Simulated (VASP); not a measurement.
A VASP calculation is set up with these files.

**KPOINTS**
```
Automatic mesh
0
G
 6 6 3
```

File POSCAR:
```
ZnS
1
    1.9413152833    -3.3624566597    -0.0000000000
    1.9413152833     3.3624566597    -0.0000000000
    0.0000000000     0.0000000000     6.3592382264
Zn S
2 2
Direct
  0.6666670000   0.3333330000   0.5001186772
  0.3333330000   0.6666670000   0.0001186772
  0.6666670000   0.3333330000   0.8748813228
  0.3333330000   0.6666670000   0.3748813228
```

INCAR:
```
EDIFFG = -0.02   ! ionic stop
LASPH = T   ! aspherical one-centre terms
NELM = 100
ISIF = 3
PREC = Accurate
LWAVE = F
ISMEAR = 0   ! Gaussian
NSW = 60
SYSTEM = ZnS
SIGMA = 0.05
ALGO = Normal   ! blocked Davidson
LCHARG = F
ENCUT = 520   ! plane-wave cut-off (eV)
LMAXMIX = 4   ! l cut-off of mixed one-centre charges
GGA = RE   ! revPBE
LREAL = F   ! projection in real space or not
IBRION = 2   ! conjugate gradients
EDIFF = 1E-6
```

POTCAR, in this order: Zn S (PBE.64 set). Program: vasp_std.

Write an equivalent input for Ansatz.

One equivalent input (not run):
Ansatz 0.2 input:
```yaml
crystal:
  lattice:
    - [1.9413153, -3.3624567, 0.0000000]
    - [1.9413153, 3.3624567, 0.0000000]
    - [0.0000000, 0.0000000, 6.3592382]
  atoms:
    - { symbol: Zn, position: [0.6666670, 0.3333330, 0.5001187] }
    - { symbol: Zn, position: [0.3333330, 0.6666670, 0.0001187] }
    - { symbol: S, position: [0.6666670, 0.3333330, 0.8748813] }
    - { symbol: S, position: [0.3333330, 0.6666670, 0.3748813] }
kpoints:
  mp_grid: { grid: [6, 6, 3] }
hamiltonian:
  xc: revpbe
  pseudopotentials: { kind: paw }
scf:
  occupations: { method: gaussian, width: 0.05 }
  max_iter: 100
relax:
  max_steps: 60
  f_tol: 0.02
  cell: {}
output: { forces: true, stress: true, eigenvalues: true }
```
The two are equivalent in intent, not identical: each code has its own PAW files, so the cut-off isn't converted (ENCUT is set for VASP's; basis.ecutwfc is left out, and Ansatz then takes the one that its files recommend); Ansatz stops its SCF on the density residual and VASP on the energy change (EDIFF).

The compound is ZnS in the wurtzite structure, the high-temperature form. It was relaxed first. The start is the result of an earlier pass.
